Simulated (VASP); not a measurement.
A run of VASP 6.6.1 is set up as follows.

File INCAR:

```
ALGO = Normal
EDIFF = 1E-7
ENCUT = 520
GGA = PE
ISIF = 2
ISMEAR = -1
ISPIN = 2
LASPH = True
LCHARG = False
LMAXMIX = 4
LORBIT = 11
LREAL = False
LWAVE = False
MAGMOM = 0.6 1 0 0 0 0 0 0
NBANDS = 30
NELM = 150
PREC = Accurate
SIGMA = 0.05
```

KPOINTS

```
k-points
0
Gamma
  6 5 5
```

The input POSCAR:

```
Mg6CuNi
1.0
    4.7247480000      0.0000000000      0.0000000000
    0.0000000000      3.0683045000      5.1192140000
    0.0000000000     -3.0683045000      5.1192140000
Cu Ni Mg
1 1 6
Direct
    0.4953370000      0.8348210000      0.8366700000
    0.5049030000      0.3335730000      0.3332620000
   -0.0036190000      0.1666380000      0.1766020000
   -0.0090470000      0.6680690000      0.6761370000
   -0.0138250000      0.1635930000      0.6580090000
   -0.0081790000      0.6522120000      0.1744740000
    0.5085570000      0.3406810000      0.8282510000
    0.4902130000      0.8347030000      0.3274050000
```

Potentials or basis: VASP PAW PBE potentials, release 64 (Cu, Ni, Mg).

Launch:

```sh
$ cat potpaw_PBE.64/Cu/POTCAR potpaw_PBE.64/Ni/POTCAR potpaw_PBE.64/Mg/POTCAR > POTCAR
$ mpirun -np 1 vasp_std > vasp.out
```

(1) Predict the pressure.

(2) Estimate the band gap on the k mesh.

Answers

(1) -0.1 GPa.

(2) none (metal or under the smearing width).
